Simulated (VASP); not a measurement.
The system is MoS2.

```
CELL_PARAMETERS angstrom
3.16100 0.00000 0.00000
-1.58050 2.73751 0.00000
0.00000 0.00000 13.77040
ATOMIC_POSITIONS crystal
Mo 0.33333 0.66667 0.25000
Mo 0.66667 0.33333 0.75000
S 0.66667 0.33333 0.36365
S 0.66667 0.33333 0.13635
S 0.33333 0.66667 0.86365
S 0.33333 0.66667 0.63635
```

The cell was built by a generator and needn't be a form met in nature.

Base run:

```yaml
Program: VASP 6.6.1
Functional: vdW-DF
Potentials_or_basis: VASP PAW PBE potentials, release 64 (Mo_sv, S)
Cutoff: 520 eV
k_mesh: 8 × 8 × 2
Occupations: fermi-dirac, width 0.05 eV
Spin: no spin polarisation
```

Its results: band gap on the k mesh 1.51 eV, indirect (least direct gap 2.01 eV); pressure 6.5 GPa; largest force 0.654 eV/Å.

Task: The run is repeated on the same cell with these changes: functional from vdW-DF to optB88-vdW. What comes out?

Result: Band gap on the k mesh 1.48 eV, indirect (least direct gap 2.01 eV); pressure 2.4 GPa; largest force 0.367 eV/Å.

Caveats: the PAW data sets were made with another functional, which shifts forces and pressure a little.

A k mesh can miss the band edges.

Not every run made on this cell is shown here.
